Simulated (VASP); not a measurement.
# BHF₂: relaxation under a pulling force, by pulling force on each of the two atoms

BHF₂, molecule in box, 4 atoms in the cell. PBE; PAW potentials F, B, H (PBE set).

| Pulling force on each of the two atoms (eV/A) | Distance of the two atoms at the start (A) | Distance after relaxation (A) | Time (s) |
|---|---|---|---|
| 0 | 2.252 | 2.280 | 186 |
| 0.3 | 2.252 | 2.306 | 300 |
| 0.6 | 2.252 | 2.333 | 353 |
| 1 | 2.252 | 2.369 | 364 |
| 1.5 | 2.252 | 2.417 | 410 |
| 2 | 2.252 | 2.466 | 431 |
| 3 | 2.252 | 2.577 | 490 |

## Input of the first row

INCAR:
```
SYSTEM = BHF2
PREC = Accurate ; ENCUT = 520
EDIFF = 1E-6 ; ISMEAR = 0
SIGMA = 0.01 ; LREAL = .FALSE.
LASPH = .TRUE. ; ALGO = Normal
NELM = 100 ; ISIF = 2
LWAVE = .FALSE. ; LCHARG = .FALSE.
IBRION = 2 ; NSW = 60
EDIFFG = -0.02 ; ISYM = 0
```

KPOINTS:
```
k-points
0
Gamma
  1 1 1
```

POSCAR:
```
BHF2
1.0
   12.0000000000      0.0000000000      0.0000000000
    0.0000000000     11.0000000000      0.0000000000
    0.0000000000      0.0000000000     11.0000000000
F B H
2 1 1
Direct
    0.5948208300      0.5628045500      0.4548863600
    0.4073458300      0.5693318200      0.4478863600
    0.4984708300      0.5184500000      0.4900772700
    0.4938791700      0.4344863600      0.5582954500
```

Commands:
```
cat potpaw_PBE.64/F/POTCAR potpaw_PBE.64/B/POTCAR potpaw_PBE.64/H/POTCAR > POTCAR
mpirun -np 1 vasp_gam > vasp.out
```

Changes of the last row against the first:
```
+ EFOR = 2.99672 -0.09564 0.10257 -2.99672 0.09564 -0.10257 0.00000 0.00000 0.00000 0.00000 0.00000 0.00000
```

VASP 6.6.1 took 186 s on 1 core (Intel Xeon 6975P-C (Granite Rapids)), a shared host.
